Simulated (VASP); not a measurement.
```
Ag2O
1.0
    4.72150     0.00000     0.00000
    0.00000     4.72150     0.00000
    0.00000     0.00000     4.72150
Ag O
4 2
Direct
  0.75000   0.25000   0.75000
  0.25000   0.75000   0.75000
  0.75000   0.75000   0.25000
  0.25000   0.25000   0.25000
  0.00000   0.00000   0.00000
  0.50000   0.50000   0.50000
```

These are vdW-DF-cx, VASP's PBE PAW potentials (set 64) (plane waves; VASP 6.6.1) values and carry that method's errors. Run with 520 eV cut-off, 7×7×7 Γ-centred mesh, tetrahedra with Blöchl corrections, potentials Ag O.

### Question
Estimate the energy per atom (σ→0), band gap (on the k-mesh) with the smallest direct gap where there is one.

### Answer

The band gap (on the k-mesh) is 0.04 eV, the smallest direct gap (on the k-mesh) is 0.04 eV and the energy per atom (σ→0) comes out as -102.5 kJ/mol-atom.

Only differences to runs with the same potentials and settings are physical.

The compound is Ag2O in the cuprite structure. It was relaxed first.
